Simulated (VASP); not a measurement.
SiC (4h), at 0.96 of the tabulated volume:

```yaml
crystal:
  lattice:
    - [1.51944, -2.63174, 0.00000]
    - [1.51944, 2.63174, 0.00000]
    - [0.00000, 0.00000, 9.94850]
  atoms:
    - { symbol: Si, position: [0.00000, 0.00000, 0.00000] }
    - { symbol: Si, position: [0.00000, 0.00000, 0.50000] }
    - { symbol: Si, position: [0.66667, 0.33333, 0.75018] }
    - { symbol: Si, position: [0.33333, 0.66667, 0.25018] }
    - { symbol: C, position: [0.00000, 0.00000, 0.81216] }
    - { symbol: C, position: [0.00000, 0.00000, 0.31216] }
    - { symbol: C, position: [0.66667, 0.33333, 0.56329] }
    - { symbol: C, position: [0.33333, 0.66667, 0.06329] }
```

The lowest empty band near M, direction to Γ, from mBJ (TB09) with spin-orbit coupling in VASP (PAW); its two spin partners are averaged. The gap over the points computed is 3.16 eV, and the next band on that side lies 0.16 eV away at the edge.

Run with 520 eV cut-off, 9×9×3 Γ-centred mesh, Gaussian smearing of 0.050 eV, potentials Si C.

```tsv
distance from the edge in k (1/Å)	distance in energy (meV)
0.025	4.1
0.035	8.0
0.050	16.4
0.070	31.9
```

Problem. Fit E(1 + αE) = ħ²k²/2m* (ħ²/2m0 = 3.810 eV Å²) and predict the row at 0.095 1/Å.

Solution. The rows don't resolve α, so a parabola serves: the electron mass is m* = 0.584 m0, and so 58.9 meV. The run gave 58.4 meV, -0.5 meV from the fit.

Left out are points under 3 meV from the edge, since the levels carry 0.1 meV, and points farther than half the way to the next band.

The compound is SiC in the 4h structure. The cell was not relaxed at this level.
